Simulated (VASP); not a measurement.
The input files of a VASP run:

### INCAR
```
SIGMA  =  0.1   # width (eV)
LMAXMIX  =  4
LASPH  =  .True.   # aspherical one-centre terms
PSTRESS  =  150
LCHARG  =  .False.
NSW  =  40   # most ionic steps
NELM  =  100   # most electronic steps
ALGO  =  Normal   # blocked Davidson
ISMEAR  =  1   # Methfessel-Paxton
SYSTEM  =  Al3Sc
IBRION  =  2   # conjugate gradients
ISIF  =  3   # ions, shape and volume
PREC  =  Accurate
LREAL  =  .False.
EDIFFG  =  -0.01
EDIFF  =  1E-7   # SCF stop (eV)
GGA  =  PE
LWAVE  =  .False.
ENCUT  =  480
```

File KPOINTS:
```
Automatic mesh
0
Gamma
8 8 8
0 0 0
```

### POSCAR
```
Al3Sc
1.0
  4.1063577756   0.0000000000   0.0000000000
  0.0000000000   4.1063577756   0.0000000000
  0.0000000000   0.0000000000   4.1063577756
Sc Al
1 3
Cartesian
  0.0000000000   0.0000000000   0.0000000000
  0.0000000000   2.0531788878   2.0531788878
  2.0531788878   0.0000000000   2.0531788878
  2.0531788878   2.0531788878   0.0000000000
```

POTCAR, in this order: Sc_sv Al (PBE.64 set). Program: vasp_std.

Write an equivalent input for Ansatz.

One equivalent input (not run):
Ansatz 0.2 input:
```yaml
crystal:
  lattice:
    - [4.1063578, 0.0000000, 0.0000000]
    - [0.0000000, 4.1063578, 0.0000000]
    - [0.0000000, 0.0000000, 4.1063578]
  atoms:
    - { symbol: Sc, position: [0.0000000, 0.0000000, 0.0000000] }
    - { symbol: Al, position: [0.0000000, 0.5000000, 0.5000000] }
    - { symbol: Al, position: [0.5000000, 0.0000000, 0.5000000] }
    - { symbol: Al, position: [0.5000000, 0.5000000, 0.0000000] }
kpoints:
  mp_grid: { grid: [8, 8, 8] }
hamiltonian:
  xc: pbe
  pseudopotentials: { kind: paw }
scf:
  occupations: { method: methfessel_paxton, width: 0.1 }
  max_iter: 100
relax:
  max_steps: 40
  f_tol: 0.01
  cell: { p_target: 15 }
output: { forces: true, stress: true, eigenvalues: true }
```
What does not carry over: each code has its own PAW files, so the cut-off isn't converted (ENCUT is set for VASP's; basis.ecutwfc is left out, and Ansatz then takes the one that its files recommend); Ansatz stops its SCF on the density residual and VASP on the energy change (EDIFF).

The compound is Al3Sc in the L1_2 structure. This run relaxes it under an external pressure of 15 GPa. Symmetry was kept, so distortions that lower it aren't found.
